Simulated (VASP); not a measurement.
A convergence study with VASP on ZnS (wurtzite): one setting is varied, all else stays as given below, so the limit is that of these other settings. Each run relaxes cell and ions from the cell shown. The basis is that of the starting cell, so low cut-offs carry a Pulay error.

```
ZnS
1.0
    1.91000    -3.30822     0.00000
    1.91000     3.30822     0.00000
    0.00000     0.00000     6.26000
Zn S
2 2
Cartesian
  1.91000  -1.10274   3.13000
  1.91000   1.10274   0.00000
  1.91000  -1.10274   5.47750
  1.91000   1.10274   2.34750
```

These are PBE GGA, VASP's PBE PAW potentials (set 64) (plane waves; VASP) values and carry that method's errors. The tightest run used: 700 eV cut-off, 6×6×3 Γ-centred mesh, Gaussian smearing of 0.050 eV, potentials Zn S.

Gaps are read on the run's mesh, which can miss a band edge.

```
setting      relaxed volume (Å³/atom)  E (eV/atom)  gap on the mesh (eV)  plane waves
-----------  ------------------------  -----------  --------------------  -----------
ENCUT = 200                    16.933      -3.5136                 2.928          537
ENCUT = 250                    19.261      -3.4085                 2.286          723
ENCUT = 300                    20.155      -3.4198                 2.083          945
```

### Question
These are the cheaper rows. Estimate the results at ENCUT = 700, and how far the last row shown lies from them.

### Answer

```
quantity                  tightest run  last row shown is off by
------------------------  ------------  ------------------------
relaxed volume (Å³/atom)        20.237                    -0.083
E (eV/atom)                    -3.4222                    0.0024
gap on the mesh (eV)             2.072                     0.011
```

Left out are rungs that failed or repeat a setting and relaxations that didn't move; long series are thinned to 24 rows.

The compound is ZnS in the wurtzite structure, the high-temperature form.
